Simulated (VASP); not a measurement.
# Shielding tensors and field gradients of H4BrN, part 4 of 7

Aim: NMR shielding tensors and field gradients of H4BrN. The cell has space group P-43m. Left out of this account: 1 further run (NMR: a repeat of the first functional). The start is a cell from a database of measured crystal structures.

VASP 6.6.1, plane waves and PAW; the level of theory is named at each step.

So far. Step 2 (Ground state): The cell has a gap of 3.95 eV on this mesh. Spin-orbit coupling is left out, which can shift or reorder these edges. Forces of up to 0.94 eV/Å remain in these settings, with PBE data sets under LDA.

## Step 4: Other data sets, PAW release PBE 64

This step: chemical shifts by linear response (GIPAW), LDA; plane waves and PAW (Br, N_h, H_h) (VASP 6.6.1).

Other PAW data sets are tried: Br, N_h and H_h of the family PBE 64, at ENCUT = 1060 eV. Names, family and cutoff change together where the inputs show it, so the difference holds all of them.

The input, INCAR:

```
SYSTEM = H4BrN
PREC = Accurate
ENCUT = 1060
EDIFF = 1E-09
NELM = 100
ISMEAR = 0
SIGMA = 0.01
LREAL = .FALSE.
ALGO = Normal
GGA = CA
NBANDS = 14
LWAVE = .FALSE.
LCHARG = .FALSE.
KPAR = 2
LCHIMAG = .TRUE.
LEFG = .TRUE.
DQ = 0.001
ICHIBARE = 1
LNMR_SYM_RED = .TRUE.
```

The input, POSCAR:

```
H4BrN
1.0
    4.0000000000      0.0000000000      0.0000000000
    0.0000000000      4.0000000000      0.0000000000
    0.0000000000      0.0000000000      4.0000000000
Br N H
1 1 4
Direct
    0.5000000000      0.5000000000      0.5000000000
    0.0000000000      0.0000000000      0.0000000000
    0.1480000000      0.1480000000      0.1480000000
    0.1480000000      0.8520000000      0.8520000000
    0.8520000000      0.8520000000      0.1480000000
    0.8520000000      0.1480000000      0.8520000000
```

The input, KPOINTS:

```
Automatic mesh
0
Gamma
6 6 6
0 0 0
```

Potentials, in the order of the species: Br, N_h and H_h (PBE family, release 64).

The run is started by

```console
$ mpirun -np 2 vasp_std
```

The program printed:

```text
[banner, memory and clock lines left out]
running    2 mpi-ranks, on    1 nodes
 distrk:  each k-point on    1 cores,    2 groups
 distr:  one band on    1 cores,    1 groups

 POSCAR found type information on POSCAR BrN H
 POSCAR found :  3 types and       6 ions
 [... a notice as in an earlier step ...]

 LDA part: xc-table for (Slater(with rela. corr.)+CA(PZ))
 , standard interpolation
 POSCAR, INCAR and KPOINTS ok, starting setup
 FFT: planning ... GRIDC
 FFT: planning ... GRID_SOFT
 FFT: planning ... GRID
 WAVECAR not read
 entering main loop
       N       E                     dE             d eps       ncg     rms          rms(c)
DAV:   1     0.972249520687E+02    0.97225E+02   -0.99578E+03   560   0.171E+03
DAV:   2    -0.166983540175E+02   -0.11392E+03   -0.10381E+03   814   0.212E+02
DAV:   3    -0.292775300638E+02   -0.12579E+02   -0.12466E+02   752   0.796E+01
DAV:   4    -0.295238280532E+02   -0.24630E+00   -0.24620E+00   608   0.122E+01
DAV:   5    -0.295264944755E+02   -0.26664E-02   -0.26662E-02   722   0.124E+00    0.835E+00
DAV:   6    -0.277256639596E+02    0.18008E+01   -0.38040E+00   686   0.139E+01    0.329E+00
DAV:   7    -0.276260530622E+02    0.99611E-01   -0.34650E-01   608   0.444E+00    0.193E+00
DAV:   8    -0.275984157141E+02    0.27637E-01   -0.43698E-02   716   0.160E+00    0.260E-01
DAV:   9    -0.275974992766E+02    0.91644E-03   -0.30778E-03   782   0.497E-01    0.975E-02
DAV:  10    -0.275976258934E+02   -0.12662E-03   -0.58556E-04   566   0.203E-01    0.429E-02
DAV:  11    -0.275976273085E+02   -0.14151E-05   -0.36159E-05   680   0.478E-02    0.238E-02
DAV:  12    -0.275976318077E+02   -0.44992E-05   -0.21301E-05   590   0.318E-02    0.497E-03
DAV:  13    -0.275976314241E+02    0.38355E-06   -0.29958E-06   776   0.139E-02    0.177E-03
DAV:  14    -0.275976313994E+02    0.24714E-07   -0.32971E-07   734   0.565E-03    0.447E-04
DAV:  15    -0.275976313980E+02    0.13898E-08   -0.18687E-08   620   0.126E-03    0.273E-04
DAV:  16    -0.275976313979E+02    0.10402E-09   -0.26319E-09   616   0.400E-04
ion   1
     0.0000000     0.0000000    -0.0000000     0.0000000     0.0000000    -0.0000000
     0.0000501     0.0000000    -0.0000000     0.0000000     0.0000000    -0.0000000
     0.0000689     0.0000000    -0.0000000     0.0000000     0.0000000    -0.0000000
     0.0000949     0.0000000    -0.0000000     0.0000000     0.0000000    -0.0000000
     0.0001307     0.0000000    -0.0000000     0.0000000     0.0000000    -0.0000000

     0.0000000     0.0000000    -0.0000000     0.0000000     0.0000000    -0.0000000
     0.0000501     0.0000000    -0.0000000     0.0000000     0.0000000    -0.0000000
     0.0000689     0.0000000    -0.0000000     0.0000000     0.0000000    -0.0000000
     0.0000949     0.0000000    -0.0000000     0.0000000     0.0000000    -0.0000000
     0.0001307     0.0000000    -0.0000000     0.0000000     0.0000000    -0.0000000

ion   2
     0.0000000    -0.0000000    -0.0000000    -0.0000000     0.0000000     0.0000000
     0.0000281    -0.0000000    -0.0000000    -0.0000000     0.0000000     0.0000000
     0.0000381    -0.0000000    -0.0000000    -0.0000000     0.0000000     0.0000000
     0.0000517    -0.0000000    -0.0000000    -0.0000000     0.0000000     0.0000000
     0.0000701    -0.0000000    -0.0000000    -0.0000000     0.0000000     0.0000000

     0.0000000    -0.0000000    -0.0000000    -0.0000000     0.0000000     0.0000000
     0.0000281    -0.0000000    -0.0000000    -0.0000000     0.0000000     0.0000000
     0.0000381    -0.0000000    -0.0000000    -0.0000000     0.0000000     0.0000000
     0.0000517    -0.0000000    -0.0000000    -0.0000000     0.0000000     0.0000000
     0.0000701    -0.0000000    -0.0000000    -0.0000000     0.0000000     0.0000000

ion   3
     0.0000000     3.2436253     3.2436253     0.0000000     3.2436253     0.0000000
     0.0000116     3.2436253     3.2436253     0.0000000     3.2436253     0.0000000
     0.0000158     3.2436253     3.2436253     0.0000000     3.2436253     0.0000000
     0.0000215     3.2436253     3.2436253     0.0000000     3.2436253     0.0000000
     0.0000293     3.2436253     3.2436253     0.0000000     3.2436253     0.0000000

     0.0000000     3.2934847     3.2934847     0.0000000     3.2934847     0.0000000
     0.0000116     3.2934847     3.2934847     0.0000000     3.2934847     0.0000000
     0.0000158     3.2934847     3.2934847     0.0000000     3.2934847     0.0000000
     0.0000215     3.2934847     3.2934847     0.0000000     3.2934847     0.0000000
     0.0000293     3.2934847     3.2934847     0.0000000     3.2934847     0.0000000

ion   4
     0.0000000    -3.2436253     3.2436253     0.0000000    -3.2436253    -0.0000000
     0.0000116    -3.2436253     3.2436253     0.0000000    -3.2436253    -0.0000000
     0.0000158    -3.2436253     3.2436253     0.0000000    -3.2436253    -0.0000000
     0.0000215    -3.2436253     3.2436253     0.0000000    -3.2436253    -0.0000000
     0.0000293    -3.2436253     3.2436253     0.0000000    -3.2436253    -0.0000000

     0.0000000    -3.2934847     3.2934847     0.0000000    -3.2934847    -0.0000000
     0.0000116    -3.2934847     3.2934847     0.0000000    -3.2934847    -0.0000000
     0.0000158    -3.2934847     3.2934847     0.0000000    -3.2934847    -0.0000000
     0.0000215    -3.2934847     3.2934847     0.0000000    -3.2934847    -0.0000000
     0.0000293    -3.2934847     3.2934847     0.0000000    -3.2934847    -0.0000000

ion   5
     0.0000000     3.2436253    -3.2436253    -0.0000000    -3.2436253    -0.0000000
     0.0000116     3.2436253    -3.2436253    -0.0000000    -3.2436253    -0.0000000
     0.0000158     3.2436253    -3.2436253    -0.0000000    -3.2436253    -0.0000000
     0.0000215     3.2436253    -3.2436253    -0.0000000    -3.2436253    -0.0000000
     0.0000293     3.2436253    -3.2436253    -0.0000000    -3.2436253    -0.0000000

     0.0000000     3.2934847    -3.2934847    -0.0000000    -3.2934847    -0.0000000
     0.0000116     3.2934847    -3.2934847    -0.0000000    -3.2934847    -0.0000000
     0.0000158     3.2934847    -3.2934847    -0.0000000    -3.2934847    -0.0000000
     0.0000215     3.2934847    -3.2934847    -0.0000000    -3.2934847    -0.0000000
     0.0000293     3.2934847    -3.2934847    -0.0000000    -3.2934847    -0.0000000

ion   6
     0.0000000    -3.2436253    -3.2436253    -0.0000000     3.2436253     0.0000000
     0.0000116    -3.2436253    -3.2436253    -0.0000000     3.2436253     0.0000000
     0.0000158    -3.2436253    -3.2436253    -0.0000000     3.2436253     0.0000000
     0.0000215    -3.2436253    -3.2436253    -0.0000000     3.2436253     0.0000000
[...]
RLQ:   7    -0.154430674839E+00   -0.70026E-08   -0.14421E-08   833   0.271E-04
RLQ:   8    -0.154430675643E+00   -0.80472E-09   -0.14368E-09   691   0.998E-05
BDIR= 3  IDIR= 1  IQ= -1
DAV:   1    -0.238627064027E+03   -0.23863E+03   -0.12085E-02   602   0.743E-01
DAV:   2    -0.238627123295E+03   -0.59268E-04   -0.59268E-04   674   0.181E-01
DAV:   3    -0.238627123543E+03   -0.24797E-06   -0.24793E-06   704   0.132E-02
DAV:   4    -0.238627123546E+03   -0.30675E-08   -0.31102E-08   686   0.156E-03
DAV:   5    -0.238627123546E+03   -0.82508E-10   -0.50802E-10   528   0.188E-04
       N       E                     dE             d eps       ncg     rms
RMM:   1    -0.599686693407E+02   -0.59969E+02   -0.99500E+01  1067   0.498E+01
RMM:   2    -0.615093261660E+02   -0.15407E+01   -0.36829E+00  1156   0.110E+01
RMM:   3    -0.616255106676E+02   -0.11618E+00   -0.11755E-01  1155   0.175E+00
RMM:   4    -0.616287326522E+02   -0.32220E-02   -0.75594E-03  1162   0.375E-01
RMM:   5    -0.616290425530E+02   -0.30990E-03   -0.33179E-04  1166   0.767E-02
RMM:   6    -0.616290561032E+02   -0.13550E-04   -0.45768E-05  1169   0.193E-02
RMM:   7    -0.616290571396E+02   -0.10364E-05   -0.71498E-07  1167   0.368E-03
RMM:   8    -0.616290571670E+02   -0.27374E-07   -0.92124E-08  1111   0.900E-04
RMM:   9    -0.616290571696E+02   -0.26390E-08   -0.19498E-09   877   0.178E-04
RMM:  10    -0.616290571697E+02   -0.72497E-10   -0.22748E-10   721   0.650E-05
BDIR= 3  IDIR= 1  IQ=  0
DAV:   1    -0.238641809656E+03   -0.23864E+03   -0.37958E-10   292   0.166E-04
DAV:   2    -0.238641809656E+03    0.55877E-10   -0.59581E-11   298   0.798E-05
       N       E                     dE             d eps       ncg     rms
RMM:   1    -0.599693422856E+02   -0.59969E+02   -0.99492E+01  1067   0.498E+01
RMM:   2    -0.615078743660E+02   -0.15385E+01   -0.36747E+00  1156   0.110E+01
RMM:   3    -0.616234402498E+02   -0.11557E+00   -0.11629E-01  1150   0.175E+00
RMM:   4    -0.616266148856E+02   -0.31746E-02   -0.74746E-03  1153   0.375E-01
RMM:   5    -0.616269193859E+02   -0.30450E-03   -0.32499E-04  1154   0.765E-02
RMM:   6    -0.616269325439E+02   -0.13158E-04   -0.44539E-05  1161   0.193E-02
RMM:   7    -0.616269335412E+02   -0.99728E-06   -0.68909E-07  1155   0.364E-03
RMM:   8    -0.616269335668E+02   -0.25564E-07   -0.85998E-08  1097   0.885E-04
RMM:   9    -0.616269335693E+02   -0.25420E-08   -0.19023E-09   857   0.177E-04
RMM:  10    -0.616269335694E+02   -0.69022E-10   -0.19613E-10   697   0.651E-05
BDIR= 3  IDIR= 1  IQ=  1
DAV:   1    -0.238656046167E+03   -0.23866E+03   -0.12086E-02   602   0.743E-01
DAV:   2    -0.238656105605E+03   -0.59438E-04   -0.59438E-04   674   0.181E-01
DAV:   3    -0.238656105855E+03   -0.25042E-06   -0.25048E-06   704   0.133E-02
DAV:   4    -0.238656105858E+03   -0.31256E-08   -0.31388E-08   686   0.157E-03
DAV:   5    -0.238656105858E+03   -0.13097E-09   -0.51145E-10   528   0.189E-04
       N       E                     dE             d eps       ncg     rms
RMM:   1    -0.599693035152E+02   -0.59969E+02   -0.99481E+01  1067   0.498E+01
RMM:   2    -0.615056482543E+02   -0.15363E+01   -0.36665E+00  1156   0.110E+01
RMM:   3    -0.616205996084E+02   -0.11495E+00   -0.11506E-01  1153   0.175E+00
RMM:   4    -0.616237278834E+02   -0.31283E-02   -0.73918E-03  1163   0.374E-01
RMM:   5    -0.616240271553E+02   -0.29927E-03   -0.31843E-04  1166   0.764E-02
RMM:   6    -0.616240399251E+02   -0.12770E-04   -0.43239E-05  1169   0.192E-02
RMM:   7    -0.616240408967E+02   -0.97163E-06   -0.67232E-07  1167   0.362E-03
RMM:   8    -0.616240409215E+02   -0.24789E-07   -0.83440E-08  1111   0.881E-04
RMM:   9    -0.616240409240E+02   -0.24713E-08   -0.18437E-09   876   0.177E-04
RMM:  10    -0.616240409241E+02   -0.66521E-10   -0.19117E-10   725   0.649E-05
BDIR= 3  IDIR= 2  IQ= -1
DAV:   1    -0.238625709715E+03   -0.23863E+03   -0.11634E-02   638   0.748E-01
DAV:   2    -0.238625774078E+03   -0.64364E-04   -0.64364E-04   656   0.183E-01
DAV:   3    -0.238625774333E+03   -0.25448E-06   -0.25453E-06   728   0.131E-02
DAV:   4    -0.238625774336E+03   -0.30947E-08   -0.30629E-08   680   0.152E-03
DAV:   5    -0.238625774336E+03   -0.82707E-10   -0.49146E-10   540   0.179E-04
       N       E                     dE             d eps       ncg     rms
RMM:   1    -0.560133799000E+02   -0.56013E+02   -0.85884E+01  1030   0.488E+01
RMM:   2    -0.573648303035E+02   -0.13515E+01   -0.31140E+00  1153   0.105E+01
RMM:   3    -0.574506623966E+02   -0.85832E-01   -0.75806E-02  1152   0.167E+00
RMM:   4    -0.574530231266E+02   -0.23607E-02   -0.56741E-03  1171   0.344E-01
RMM:   5    -0.574532570358E+02   -0.23391E-03   -0.27266E-04  1178   0.718E-02
RMM:   6    -0.574532694443E+02   -0.12408E-04   -0.37214E-05  1184   0.177E-02
RMM:   7    -0.574532704991E+02   -0.10548E-05   -0.10469E-06  1174   0.369E-03
RMM:   8    -0.574532705474E+02   -0.48372E-07   -0.13377E-07  1132   0.962E-04
RMM:   9    -0.574532705534E+02   -0.59360E-08   -0.68376E-09   894   0.220E-04
RMM:  10    -0.574532705537E+02   -0.32598E-09   -0.82720E-10   763   0.825E-05
BDIR= 3  IDIR= 2  IQ=  0
DAV:   1    -0.238641809656E+03   -0.23864E+03   -0.37977E-10   292   0.166E-04
DAV:   2    -0.238641809656E+03    0.37033E-10   -0.58636E-11   298   0.798E-05
       N       E                     dE             d eps       ncg     rms
RMM:   1    -0.560346830837E+02   -0.56035E+02   -0.85999E+01  1030   0.488E+01
RMM:   2    -0.573894503616E+02   -0.13548E+01   -0.31171E+00  1147   0.105E+01
RMM:   3    -0.574752531711E+02   -0.85803E-01   -0.75585E-02  1137   0.167E+00
RMM:   4    -0.574775943012E+02   -0.23411E-02   -0.56317E-03  1151   0.344E-01
RMM:   5    -0.574778250225E+02   -0.23072E-03   -0.26827E-04  1147   0.717E-02
RMM:   6    -0.574778371436E+02   -0.12121E-04   -0.36383E-05  1151   0.177E-02
RMM:   7    -0.574778381627E+02   -0.10191E-05   -0.10138E-06  1138   0.365E-03
RMM:   8    -0.574778382085E+02   -0.45856E-07   -0.12557E-07  1087   0.941E-04
RMM:   9    -0.574778382143E+02   -0.57463E-08   -0.66549E-09   844   0.219E-04
RMM:  10    -0.574778382146E+02   -0.31645E-09   -0.79910E-10   718   0.824E-05
BDIR= 3  IDIR= 2  IQ=  1
DAV:   1    -0.238657708489E+03   -0.23866E+03   -0.11632E-02   638   0.748E-01
DAV:   2    -0.238657773006E+03   -0.64518E-04   -0.64518E-04   662   0.183E-01
DAV:   3    -0.238657773266E+03   -0.25927E-06   -0.25931E-06   722   0.132E-02
DAV:   4    -0.238657773269E+03   -0.32227E-08   -0.31697E-08   698   0.154E-03
DAV:   5    -0.238657773269E+03   -0.13699E-10   -0.50805E-10   534   0.182E-04
       N       E                     dE             d eps       ncg     rms
RMM:   1    -0.560554394552E+02   -0.56055E+02   -0.86115E+01  1030   0.488E+01
RMM:   2    -0.574135015275E+02   -0.13581E+01   -0.31200E+00  1153   0.106E+01
RMM:   3    -0.574992705877E+02   -0.85769E-01   -0.75358E-02  1152   0.167E+00
RMM:   4    -0.575015920572E+02   -0.23215E-02   -0.55894E-03  1172   0.344E-01
RMM:   5    -0.575018196343E+02   -0.22758E-03   -0.26401E-04  1177   0.716E-02
RMM:   6    -0.575018314667E+02   -0.11832E-04   -0.35465E-05  1186   0.176E-02
RMM:   7    -0.575018324654E+02   -0.99877E-06   -0.99495E-07  1177   0.364E-03
RMM:   8    -0.575018325104E+02   -0.44975E-07   -0.12315E-07  1128   0.941E-04
RMM:   9    -0.575018325160E+02   -0.56042E-08   -0.64651E-09   895   0.218E-04
RMM:  10    -0.575018325163E+02   -0.30649E-09   -0.77330E-10   767   0.819E-05
       N       E                     dE             d eps       ncg     rms
RLQ:   1    -0.145874542073E+00   -0.14587E+00   -0.25198E-01   944   0.228E+00
RLQ:   2    -0.151134190992E+00   -0.52596E-02   -0.64451E-03  1125   0.353E-01
RLQ:   3    -0.151369235203E+00   -0.23504E-03   -0.41018E-04  1086   0.607E-02
RLQ:   4    -0.151377599311E+00   -0.83641E-05   -0.14322E-05  1065   0.144E-02
RLQ:   5    -0.151378186866E+00   -0.58755E-06   -0.97257E-07  1013   0.309E-03
RLQ:   6    -0.151378229959E+00   -0.43093E-07   -0.80987E-08   890   0.842E-04
RLQ:   7    -0.151378234309E+00   -0.43498E-08   -0.91672E-09   771   0.231E-04
RLQ:   8    -0.151378234792E+00   -0.48372E-09   -0.75249E-10   655   0.849E-05
```

Wall time 6.9 min (2 MPI ranks of Intel Xeon Platinum 8488C (Sapphire Rapids), shared host); peak memory 0.93 GiB.

[end of part 4 of 7]

[Lines on the potential files, build, host, timing and source positions are cut from VASP's logs without a mark.]

[Logs are printed without paths, hosts, clocks, repeated set-up lines and the standing remarks that a program may print on its own settings, such as how far it seeks lower states.]

[Hosts, paths, dates, database ids (printed as entryN), source tags and the programs' standing remarks are cut or masked in the printed files.]
